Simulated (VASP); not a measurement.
MoRu under changes of volume

One of the cells (15.208 Å³/atom); the others are scaled copies at fixed shape and fractional positions:

```
CELL_PARAMETERS angstrom
2.79581 0.00000 0.00000
-1.39790 2.42124 0.00000
0.00000 0.00000 4.49327
ATOMIC_POSITIONS crystal
Ru 0.33333 0.66667 0.50000
Mo 0.66667 0.33333 0.00000
```

The cell comes from a database or a generator and needn't be the stable form of this composition.

- Program: VASP 6.6.1
- Functional: PBEsol
- Potentials or basis: VASP PAW PBE potentials, release 64 (Ru_pv, Mo_sv)
- Cutoff: 520 eV
- k mesh: 11 × 11 × 6
- Occupations: fermi-dirac, width 0.05 eV
- Spin: no spin polarisation

```tsv
volume (Å³/atom)	energy over the lowest point (meV/atom)	pressure (GPa)
14.015	6.77	7.0
14.314	0.00	0.3
14.612	5.05	-5.7
15.208	45.63	-15.9
15.506	78.98	-20.1
15.805	?	?
```

Q: What does the run at 15.805 Å³/atom give?

A: Energy over the lowest point 119.81 meV/atom; pressure -23.9 GPa.

Worked out: A Birch-Murnaghan fit of order 3 (a polynomial in V^(-2/3)) to the other rows has its minimum at 14.33 Å³/atom with B0 = V·E''(V) = 303 GPa and B' = 4.5 at fixed shape and positions, which overstates the stiffness. It gives 119.96 meV/atom at 15.805 Å³/atom, against the run's 119.81, and -dE/dV = -23.8 GPa, against -23.9.

Energies are extrapolated to zero smearing.

Caveats: the PAW data sets were made with another functional, which shifts forces and pressure a little.
